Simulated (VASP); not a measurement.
## GW on BN (Qingsongite)

Wanted: how far GW moves the Kohn-Sham levels of BN (Qingsongite). The cell is of the zinc-blende type, one of the forms listed for this formula. The start is a cell from a database of measured crystal structures.

Calculated with VASP 6.6.1; PBE; plane waves and PAW (N_GW, B_GW), in the first sound run; inputs show where later runs differ.

This is a report of a sequence of runs, with most program output left out.

### Step 1. Starting point

The structure is cubic, space group F-43m (No. 216). The conventional cell has a = 3.615 Å, b = 3.615 Å, c = 3.615 Å, α = 90.00°, β = 90.00°, γ = 90.00°. Nearest to N lie 4 B at 1.57 Å. Nearest to B lie 4 N at 1.57 Å. Farther neighbours and most contacts between anions are not listed.

### Step 2. Ground state

The orbitals come from a self-consistent PBE run with a tight EDIFF and a narrow smearing. KPOINTS_OPT adds the bands along a path, which shows whether the mesh holds the band edges.

Input file INCAR:

```
SYSTEM = BN
PREC = Accurate
ENCUT = 450
EDIFF = 1E-08
NELM = 100
ISMEAR = 0
SIGMA = 0.01
LREAL = .FALSE.
ALGO = Normal
GGA = PE
NBANDS = 10
LORBIT = 11
LWAVE = .TRUE.
LCHARG = .FALSE.
KPAR = 8
```

Input file POSCAR:

```
BN
1.0
    0.0000000000      1.8075000000      1.8075000000
    1.8075000000      0.0000000000      1.8075000000
    1.8075000000      1.8075000000      0.0000000000
N B
1 1
Direct
    0.7500000000      0.7500000000      0.7500000000
    0.0000000000      0.0000000000      0.0000000000
```

Input file KPOINTS:

```
Automatic mesh
0
Gamma
6 6 6
0 0 0
```

Input file KPOINTS_OPT:

```
Line mode
12
Line-mode
Reciprocal
  0.00000000   0.00000000   0.00000000 GAMMA
  0.50000000   0.00000000   0.50000000 X

  0.50000000   0.00000000   0.50000000 X
  0.50000000   0.25000000   0.75000000 W

  0.50000000   0.25000000   0.75000000 W
  0.37500000   0.37500000   0.75000000 K

  0.37500000   0.37500000   0.75000000 K
  0.00000000   0.00000000   0.00000000 GAMMA

  0.00000000   0.00000000   0.00000000 GAMMA
  0.50000000   0.50000000   0.50000000 L

  0.50000000   0.50000000   0.50000000 L
  0.62500000   0.25000000   0.62500000 U

  0.62500000   0.25000000   0.62500000 U
  0.50000000   0.25000000   0.75000000 W

  0.50000000   0.25000000   0.75000000 W
  0.50000000   0.50000000   0.50000000 L

  0.50000000   0.50000000   0.50000000 L
  0.37500000   0.37500000   0.75000000 K

  0.62500000   0.25000000   0.62500000 U
  0.50000000   0.00000000   0.50000000 X
```

The projector-augmented-wave data sets are N_GW and B_GW (PBE family, release 64).

Run with:

```
$ mpirun -np 8 vasp_std
```

Elapsed: 1.8 s, on 8 MPI ranks of AMD EPYC 9R45, shared host; peak memory 0.76 GiB.

This step gave:

```yaml
free_energy_toten: -17.44 eV
fermi_energy: 7.584 eV
pressure: -0.5952 GPa
least_gap_on_mesh_and_path: 4.458 eV
least_direct_gap_on_mesh_and_path: 8.818 eV
```

The highest empty bands on the path are converged less tightly, to about 0.1 eV. Electronic bands along the path, in eV, zero at the valence-band top; v1 is the highest filled band, c1 the lowest empty one:

```
          point      v3     v2     v1     c1     c2     c3     c4
              Γ    0.00   0.00   0.00   8.82   8.82   8.82  10.34
0.55 of the way   -4.54  -3.32  -3.32   6.50  11.21  14.04  14.04
              X   -8.92  -4.91  -4.91   4.46   9.23  17.93  17.93
0.55 of the way   -8.43  -5.88  -5.84   6.85  11.18  15.95  17.30
              W   -7.59  -6.97  -6.51   9.60  13.31  14.51  14.65
0.55 of the way   -7.99  -7.48  -4.94   7.99  13.05  14.73  16.52
              K   -8.13  -7.67  -4.08   6.91  12.87  15.83  16.69
0.55 of the way   -5.14  -3.44  -0.90  10.38  10.58  10.93  13.34
              Γ    0.00   0.00   0.00   8.82   8.82   8.82  10.34
0.55 of the way   -6.15  -1.26  -1.26   9.72  10.46  10.46  13.88
              L  -10.70  -1.94  -1.94  10.14  10.71  10.71  15.26
0.55 of the way   -9.80  -4.82  -2.99   8.66  13.04  13.09  15.56
              U   -8.13  -7.67  -4.08   6.91  12.87  15.83  16.69
0.55 of the way   -7.92  -7.39  -5.25   8.37  13.12  14.47  16.28
              W   -7.59  -6.97  -6.51   9.60  13.31  14.51  14.65
0.55 of the way   -9.87  -4.46  -3.20   9.66  11.04  13.93  15.72
              L  -10.70  -1.94  -1.94  10.14  10.71  10.71  15.26
0.45 of the way  -10.07  -4.09  -2.73   9.10  12.34  12.46  15.63
              K   -8.13  -7.67  -4.08   6.91  12.87  15.83  16.69
      jump to U   -8.13  -7.67  -4.08   6.91  12.87  15.83  16.69
0.45 of the way   -8.67  -6.13  -4.65   5.55  10.36  17.23  17.49
              X   -8.92  -4.91  -4.91   4.46   9.23  17.93  17.93
```

Of the projections kept (N, B), the largest for each band there; the rest of the weight can lie on other orbitals:

```csv
point,v3,v2,v1,c1,c2,c3,c4
Γ,N 0.86,N 0.86,N 0.86,B 0.93,B 0.93,B 0.93,N 0.74
X,N 0.54,N 0.62,N 0.62,B 0.56,B 0.91,B 0.57,B 0.57
W,B 0.51,N 0.66,N 0.54,N 0.87,B 0.74,B 1.00,B 0.52
K,N 0.51,N 0.59,N 0.64,B 0.56,B 0.59,B 0.61,B 0.63
Γ,N 0.86,N 0.86,N 0.86,B 0.93,B 0.93,B 0.93,N 0.74
L,N 0.50,N 0.72,N 0.72,B 0.60,B 0.79,B 0.79,N 0.79
```

The cell has a gap of 4.46 eV on mesh and path.

### Step 3. Empty bands, functional PBE

ALGO = Exact makes the empty bands from the converged ground state in one step. LOPTICS writes the k-derivatives of the orbitals (WAVEDER), which give the long-wavelength limit of the screening.

Input file INCAR:

```
SYSTEM = BN
PREC = Accurate
ENCUT = 450
ISMEAR = 0
SIGMA = 0.01
LREAL = .FALSE.
GGA = PE
NBANDS = 40
ALGO = Exact
NELM = 1
LWAVE = .TRUE.
LCHARG = .FALSE.
LOPTICS = .TRUE.
NEDOS = 1000
CSHIFT = 0.1
```

POSCAR is that of step 2.

KPOINTS is that of step 2.

Run with:

```
$ mpirun -np 8 vasp_std
```

Wall time 1.4 s (8 MPI ranks); peak memory 0.69 GiB; 6.1 s of CPU time.

The gap is read on the k-mesh alone, so it is an upper bound where the band edges lie off the mesh.

A gap read on the k-mesh alone can miss the band edges.

This step gave:

| Item | Value |
| --- | --- |
| gap on the k-mesh | 4.458 eV |
| least direct gap on the k-mesh | 8.818 eV |

WAVECAR now holds 40 bands for 8 electrons. Its independent-particle dielectric tensor has xx, yy, zz = 4.8, 4.8, 4.8 on this mesh, which isn't tested for convergence in mesh or bands and lacks local fields.

### Step 4. G0W0, functional PBE, start PBE

This step: G0W0 on PBE; plane waves and PAW (N_GW, B_GW) (VASP 6.6.1).

G0W0 keeps orbitals and screening fixed and shifts each of the lowest NBANDSGW levels once.

Input file INCAR:

```
SYSTEM = BN
PREC = Accurate
ENCUT = 450
ISMEAR = 0
SIGMA = 0.01
LREAL = .FALSE.
GGA = PE
NBANDS = 40
ALGO = EVGW0
NELMGW = 1
ENCUTGW = 120
NOMEGA = 64
PRECFOCK = Fast
NBANDSGW = 16
LWAVE = .FALSE.
LCHARG = .FALSE.
```

POSCAR is that of step 3.

KPOINTS is that of step 3.

Run with:

```
$ mpirun -np 8 vasp_std
```

Wall time 12 s (8 MPI ranks); peak memory 0.85 GiB.

This step gave:

| Property | Result |
| --- | --- |
| quasiparticle gap on the mesh | 5.833 eV |
| smallest direct quasiparticle gap on the mesh | 10.86 eV |
| gap of the starting orbitals on the mesh | 4.458 eV |

GW takes the gap from 4.458 to 5.833 eV. The value holds for 40 bands, ENCUTGW = 120 eV and this mesh, and isn't shown to be converged in them.

### Step 5. Orbitals for another starting point

This step: PBE; plane waves and PAW (N_GW, B_GW) (VASP 6.6.1).

A hybrid converges faster from good orbitals, so a cheap PBE run writes WAVECAR first.

Input file INCAR:

```
SYSTEM = BN
PREC = Accurate
ENCUT = 450
EDIFF = 1E-05
NELM = 100
ISMEAR = 0
SIGMA = 0.01
LREAL = .FALSE.
ALGO = Normal
GGA = PE
NBANDS = 10
LORBIT = 11
LWAVE = .TRUE.
LCHARG = .FALSE.
KPAR = 8
```

POSCAR is that of step 4.

KPOINTS is that of step 4.

Run with:

```
$ mpirun -np 8 vasp_std
```

Elapsed: 1 s, on 8 MPI ranks; peak memory 0.72 GiB; 3.5 s of CPU time.

Numbers from this step:

```
Fermi energy      : 7.586 eV
pressure          : -0.6198 GPa
gap on the k-mesh : 4.457 eV
```

The run ends at a pressure of -0.62 GPa.

### Step 6. Another starting point, functional HSE with 0.08 exact exchange

This step: HSE with 0.08 exact exchange; plane waves and PAW (N_GW, B_GW) (VASP 6.6.1).

To see how much the result owes to its start, the ground state is made again with HSE with 0.08 exact exchange. A small SIGMA keeps every occupation at zero or full.

Input file INCAR:

```
SYSTEM = BN
PREC = Accurate
ENCUT = 450
EDIFF = 1E-08
NELM = 100
ISMEAR = 0
SIGMA = 0.01
LREAL = .FALSE.
ALGO = Normal
LHFCALC = .TRUE.
AEXX = 0.08
GGA = PE
LASPH = .TRUE.
NBANDS = 10
PRECFOCK = Fast
LORBIT = 11
LWAVE = .TRUE.
LCHARG = .FALSE.
KPAR = 8
HFSCREEN = 0.2
```

POSCAR is that of step 5.

KPOINTS is that of step 5.

The run starts from files that an earlier step left in the folder.

Run with:

```
$ mpirun -np 8 vasp_std
```

Wall time 11 s (8 MPI ranks); peak memory 1.4 GiB; 82 s of CPU time.

The PAW data sets were made with PBE, which is usual practice but a small mismatch for other functionals.

Numbers from this step:

| Item | Value |
| --- | --- |
| free energy (TOTEN) | -18.37 eV |
| Fermi energy | 7.278 eV |
| gap on the k-mesh | 4.883 eV |
| least direct gap on the k-mesh | 9.377 eV |

### Step 7. Empty bands, functional HSE with 0.08 exact exchange

The next step needs empty bands that the ground-state run didn't converge, so the Hamiltonian is diagonalised exactly for NBANDS bands, in a single step. LOPTICS writes the k-derivatives of the orbitals (WAVEDER), which give the long-wavelength limit of the screening.

Input file INCAR:

```
SYSTEM = BN
PREC = Accurate
ENCUT = 450
ISMEAR = 0
SIGMA = 0.01
LREAL = .FALSE.
LHFCALC = .TRUE.
AEXX = 0.08
GGA = PE
LASPH = .TRUE.
NBANDS = 40
PRECFOCK = Fast
HFSCREEN = 0.2
ALGO = Exact
NELM = 1
LWAVE = .TRUE.
LCHARG = .FALSE.
LOPTICS = .TRUE.
NEDOS = 1000
CSHIFT = 0.1
```

POSCAR is that of step 6.

KPOINTS is that of step 6.

The WAVECAR or CHGCAR of an earlier step is read.

Run with:

```
$ mpirun -np 8 vasp_std
```

The job ended after 61 s (8 MPI ranks; peak memory 1.5 GiB; 8 min of CPU time).

### Step 8. G0W0, functional HSE with 0.08 exact exchange, start HSE with 0.08 exact exchange

This step: G0W0 on HSE with 0.08 exact exchange; plane waves and PAW (N_GW, B_GW) (VASP 6.6.1).

One pass of GW corrects the levels to first order, with G and W from the starting orbitals.

Input file INCAR:

```
SYSTEM = BN
PREC = Accurate
ENCUT = 450
ISMEAR = 0
SIGMA = 0.01
LREAL = .FALSE.
LHFCALC = .TRUE.
AEXX = 0.08
GGA = PE
LASPH = .TRUE.
NBANDS = 40
PRECFOCK = Fast
HFSCREEN = 0.2
ALGO = EVGW0
NELMGW = 1
ENCUTGW = 120
NOMEGA = 64
NBANDSGW = 16
LWAVE = .FALSE.
LCHARG = .FALSE.
```

POSCAR is that of step 7.

KPOINTS is that of step 7.

The run starts from files that an earlier step left in the folder.

Run with:

```
$ mpirun -np 8 vasp_std
```

Wall time 14 s (8 MPI ranks); peak memory 1.6 GiB.

GW takes the gap from 4.883 to 5.998 eV. That is +165 meV against G0W0 on PBE. The value holds for 40 bands, ENCUTGW = 120 eV and this mesh, and isn't shown to be converged in them.

### Step 9. Another starting point, functional HSE with 0.16 exact exchange

This step: HSE with 0.16 exact exchange; plane waves and PAW (N_GW, B_GW) (VASP 6.6.1).

To see how much the result owes to its start, the ground state is made again with HSE with 0.16 exact exchange. A small SIGMA keeps every occupation at zero or full.

Input file INCAR:

```
SYSTEM = BN
PREC = Accurate
ENCUT = 450
EDIFF = 1E-08
NELM = 100
ISMEAR = 0
SIGMA = 0.01
LREAL = .FALSE.
ALGO = Normal
LHFCALC = .TRUE.
AEXX = 0.16
GGA = PE
LASPH = .TRUE.
NBANDS = 10
PRECFOCK = Fast
LORBIT = 11
LWAVE = .TRUE.
LCHARG = .FALSE.
KPAR = 8
HFSCREEN = 0.2
```

POSCAR is that of step 8.

KPOINTS is that of step 8.

Run with:

```
$ mpirun -np 8 vasp_std
```

Wall time 12 s (8 MPI ranks); peak memory 1.5 GiB.

### Step 10. Empty bands, functional HSE with 0.16 exact exchange

Input file INCAR:

```
SYSTEM = BN
PREC = Accurate
ENCUT = 450
ISMEAR = 0
SIGMA = 0.01
LREAL = .FALSE.
LHFCALC = .TRUE.
AEXX = 0.16
GGA = PE
LASPH = .TRUE.
NBANDS = 40
PRECFOCK = Fast
HFSCREEN = 0.2
ALGO = Exact
NELM = 1
LWAVE = .TRUE.
LCHARG = .FALSE.
LOPTICS = .TRUE.
NEDOS = 1000
CSHIFT = 0.1
```

POSCAR is that of step 9.

KPOINTS is that of step 9.

The run starts from files that an earlier step left in the folder.

Run with:

```
$ mpirun -np 8 vasp_std
```

Run time: 59 s. Hardware: 8 MPI ranks; peak memory 1.6 GiB; 7.8 min of CPU time.

### Step 11. G0W0, functional HSE with 0.16 exact exchange, start HSE with 0.16 exact exchange

This step: G0W0 on HSE with 0.16 exact exchange; plane waves and PAW (N_GW, B_GW) (VASP 6.6.1).

Input file INCAR:

```
SYSTEM = BN
PREC = Accurate
ENCUT = 450
ISMEAR = 0
SIGMA = 0.01
LREAL = .FALSE.
LHFCALC = .TRUE.
AEXX = 0.16
GGA = PE
LASPH = .TRUE.
NBANDS = 40
PRECFOCK = Fast
HFSCREEN = 0.2
ALGO = EVGW0
NELMGW = 1
ENCUTGW = 120
NOMEGA = 64
NBANDSGW = 16
LWAVE = .FALSE.
LCHARG = .FALSE.
```

POSCAR is that of step 10.

KPOINTS is that of step 10.

The WAVECAR or CHGCAR of an earlier step is read.

Run with:

```
$ mpirun -np 8 vasp_std
```

The job ended after 13 s (8 MPI ranks; peak memory 1.6 GiB; 1.7 min of CPU time).

GW takes the gap from 5.314 to 6.158 eV. That is +325 meV against G0W0 on PBE. The value holds for 40 bands, ENCUTGW = 120 eV and this mesh, and isn't shown to be converged in them.

### Step 12. Another starting point, functional HSE with 0.25 exact exchange

This step: HSE with 0.25 exact exchange; plane waves and PAW (N_GW, B_GW) (VASP 6.6.1).

To see how much the result owes to its start, the ground state is made again with HSE with 0.25 exact exchange. A small SIGMA keeps every occupation at zero or full.

Input file INCAR:

```
SYSTEM = BN
PREC = Accurate
ENCUT = 450
EDIFF = 1E-08
NELM = 100
ISMEAR = 0
SIGMA = 0.01
LREAL = .FALSE.
ALGO = Normal
LHFCALC = .TRUE.
AEXX = 0.25
GGA = PE
LASPH = .TRUE.
NBANDS = 10
PRECFOCK = Fast
LORBIT = 11
LWAVE = .TRUE.
LCHARG = .FALSE.
KPAR = 8
HFSCREEN = 0.2
```

POSCAR is that of step 11.

KPOINTS is that of step 11.

Run with:

```
$ mpirun -np 8 vasp_std
```

The job ended after 12 s (8 MPI ranks; peak memory 1.5 GiB).

### Step 13. Empty bands, functional HSE with 0.25 exact exchange

Input file INCAR:

```
SYSTEM = BN
PREC = Accurate
ENCUT = 450
ISMEAR = 0
SIGMA = 0.01
LREAL = .FALSE.
LHFCALC = .TRUE.
AEXX = 0.25
GGA = PE
LASPH = .TRUE.
NBANDS = 40
PRECFOCK = Fast
HFSCREEN = 0.2
ALGO = Exact
NELM = 1
LWAVE = .TRUE.
LCHARG = .FALSE.
LOPTICS = .TRUE.
NEDOS = 1000
CSHIFT = 0.1
```

POSCAR is that of step 12.

KPOINTS is that of step 12.

The WAVECAR or CHGCAR of an earlier step is read.

Run with:

```
$ mpirun -np 8 vasp_std
```

Run time: 57 s. Hardware: 8 MPI ranks; peak memory 1.6 GiB.

### Step 14. G0W0, functional HSE with 0.25 exact exchange, start HSE with 0.25 exact exchange

This step: G0W0 on HSE with 0.25 exact exchange; plane waves and PAW (N_GW, B_GW) (VASP 6.6.1).

Input file INCAR:

```
SYSTEM = BN
PREC = Accurate
ENCUT = 450
ISMEAR = 0
SIGMA = 0.01
LREAL = .FALSE.
LHFCALC = .TRUE.
AEXX = 0.25
GGA = PE
LASPH = .TRUE.
NBANDS = 40
PRECFOCK = Fast
HFSCREEN = 0.2
ALGO = EVGW0
NELMGW = 1
ENCUTGW = 120
NOMEGA = 64
NBANDSGW = 16
LWAVE = .FALSE.
LCHARG = .FALSE.
```

POSCAR is that of step 13.

KPOINTS is that of step 13.

The WAVECAR or CHGCAR of an earlier step is read.

Run with:

```
$ mpirun -np 8 vasp_std
```

Elapsed: 13 s, on 8 MPI ranks; peak memory 1.6 GiB; 1.7 min of CPU time.

GW takes the gap from 5.804 to 6.336 eV. That is +504 meV against G0W0 on PBE. The value holds for 40 bands, ENCUTGW = 120 eV and this mesh, and isn't shown to be converged in them.

### Step 15. Another starting point, functional HSE with 0.33 exact exchange

This step: HSE with 0.33 exact exchange; plane waves and PAW (N_GW, B_GW) (VASP 6.6.1).

To see how much the result owes to its start, the ground state is made again with HSE with 0.33 exact exchange. A small SIGMA keeps every occupation at zero or full.

Input file INCAR:

```
SYSTEM = BN
PREC = Accurate
ENCUT = 450
EDIFF = 1E-08
NELM = 100
ISMEAR = 0
SIGMA = 0.01
LREAL = .FALSE.
ALGO = Normal
LHFCALC = .TRUE.
AEXX = 0.33
GGA = PE
LASPH = .TRUE.
NBANDS = 10
PRECFOCK = Fast
LORBIT = 11
LWAVE = .TRUE.
LCHARG = .FALSE.
KPAR = 8
HFSCREEN = 0.2
```

POSCAR is that of step 14.

KPOINTS is that of step 14.

Run with:

```
$ mpirun -np 8 vasp_std
```

It took 14 s on 8 MPI ranks; peak memory 1.4 GiB; 1.8 min of CPU time.

### Step 16. Empty bands, functional HSE with 0.33 exact exchange

Input file INCAR:

```
SYSTEM = BN
PREC = Accurate
ENCUT = 450
ISMEAR = 0
SIGMA = 0.01
LREAL = .FALSE.
LHFCALC = .TRUE.
AEXX = 0.33
GGA = PE
LASPH = .TRUE.
NBANDS = 40
PRECFOCK = Fast
HFSCREEN = 0.2
ALGO = Exact
NELM = 1
LWAVE = .TRUE.
LCHARG = .FALSE.
LOPTICS = .TRUE.
NEDOS = 1000
CSHIFT = 0.1
```

POSCAR is that of step 15.

KPOINTS is that of step 15.

The run starts from files that an earlier step left in the folder.

Run with:

```
$ mpirun -np 8 vasp_std
```

Elapsed: 60 s, on 8 MPI ranks; peak memory 1.6 GiB; 7.8 min of CPU time.

### Step 17. G0W0, functional HSE with 0.33 exact exchange, start HSE with 0.33 exact exchange

This step: G0W0 on HSE with 0.33 exact exchange; plane waves and PAW (N_GW, B_GW) (VASP 6.6.1).

Input file INCAR:

```
SYSTEM = BN
PREC = Accurate
ENCUT = 450
ISMEAR = 0
SIGMA = 0.01
LREAL = .FALSE.
LHFCALC = .TRUE.
AEXX = 0.33
GGA = PE
LASPH = .TRUE.
NBANDS = 40
PRECFOCK = Fast
HFSCREEN = 0.2
ALGO = EVGW0
NELMGW = 1
ENCUTGW = 120
NOMEGA = 64
NBANDSGW = 16
LWAVE = .FALSE.
LCHARG = .FALSE.
```

POSCAR is that of step 16.

KPOINTS is that of step 16.

The WAVECAR or CHGCAR of an earlier step is read.

Run with:

```
$ mpirun -np 8 vasp_std
```

The job ended after 13 s (8 MPI ranks; peak memory 1.6 GiB; 1.7 min of CPU time).

GW takes the gap from 6.246 to 6.487 eV. That is +655 meV against G0W0 on PBE. The value holds for 40 bands, ENCUTGW = 120 eV and this mesh, and isn't shown to be converged in them.

### Step 18. Another starting point, functional HSE with 0.42 exact exchange

This step: HSE with 0.42 exact exchange; plane waves and PAW (N_GW, B_GW) (VASP 6.6.1).

To see how much the result owes to its start, the ground state is made again with HSE with 0.42 exact exchange. EDIFF is tight for accurate orbitals, and a narrow smearing avoids fractional occupations.

Input file INCAR:

```
SYSTEM = BN
PREC = Accurate
ENCUT = 450
EDIFF = 1E-08
NELM = 100
ISMEAR = 0
SIGMA = 0.01
LREAL = .FALSE.
ALGO = Normal
LHFCALC = .TRUE.
AEXX = 0.42
GGA = PE
LASPH = .TRUE.
NBANDS = 10
PRECFOCK = Fast
LORBIT = 11
LWAVE = .TRUE.
LCHARG = .FALSE.
KPAR = 8
HFSCREEN = 0.2
```

POSCAR is that of step 17.

KPOINTS is that of step 17.

Run with:

```
$ mpirun -np 8 vasp_std
```

Wall time 15 s (8 MPI ranks); peak memory 1.4 GiB.

### Step 19. Empty bands, functional HSE with 0.42 exact exchange

Input file INCAR:

```
SYSTEM = BN
PREC = Accurate
ENCUT = 450
ISMEAR = 0
SIGMA = 0.01
LREAL = .FALSE.
LHFCALC = .TRUE.
AEXX = 0.42
GGA = PE
LASPH = .TRUE.
NBANDS = 40
PRECFOCK = Fast
HFSCREEN = 0.2
ALGO = Exact
NELM = 1
LWAVE = .TRUE.
LCHARG = .FALSE.
LOPTICS = .TRUE.
NEDOS = 1000
CSHIFT = 0.1
```

POSCAR is that of step 18.

KPOINTS is that of step 18.

The run starts from files that an earlier step left in the folder.

Run with:

```
$ mpirun -np 8 vasp_std
```

The job ended after 60 s (8 MPI ranks; peak memory 1.5 GiB).

(Part 1 of 2 ends here.)

[Lines on the potential files, build, host, timing and source positions are cut from VASP's logs without a mark.]

[Logs are printed without paths, hosts, clocks, repeated set-up lines and the standing remarks that a program may print on its own settings, such as how far it seeks lower states.]

[Hosts, paths, dates, database ids (printed as entryN), source tags and the programs' standing remarks are cut or masked in the printed files.]

[Pressures printed for these runs are not shown converged in the cutoff: they can be off by several GPa and have the wrong sign.]
